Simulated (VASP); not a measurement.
A cell of La (dhcp) near equilibrium:

```
CELL_PARAMETERS angstrom
      1.88721    -3.26874     0.00000
      1.88721     3.26874     0.00000
      0.00000     0.00000    12.06427
ATOMIC_POSITIONS crystal
  La 0.00000 0.00000 0.50000
  La 0.00000 0.00000 0.00000
  La 0.33333 0.66667 0.25000
  La 0.66667 0.33333 0.75000
```

These are PBE GGA, VASP's PBE PAW potentials (set 64) (plane waves; VASP 6.6.1) values and carry that method's errors.

| run | ΔE (meV/atom) | σxx | σyy | σzz | largest shear component, with its sign (GPa) | largest force (eV/Å) |
|---|---|---|---|---|---|---|
| as it is | 0.0 | 0.11 | 0.11 | 0.04 | 0.00 | 0.000 |
| after one change | 2.3 | 0.79 | 0.79 | 0.27 | 0.00 | 0.000 |
Stress is in GPa, positive when the cell is compressed.

Q: Which change was made?
A) biaxial strain of -1.0 % in the xy plane
B) atom 1 (La) moved by -0.200 Å along x
C) atom 4 (La) moved by -0.200 Å along x
D) atom 3 (La) moved by -0.075 Å along y

A: A, biaxial strain of -1.0 % in the xy plane

The compound is La in the dhcp structure.
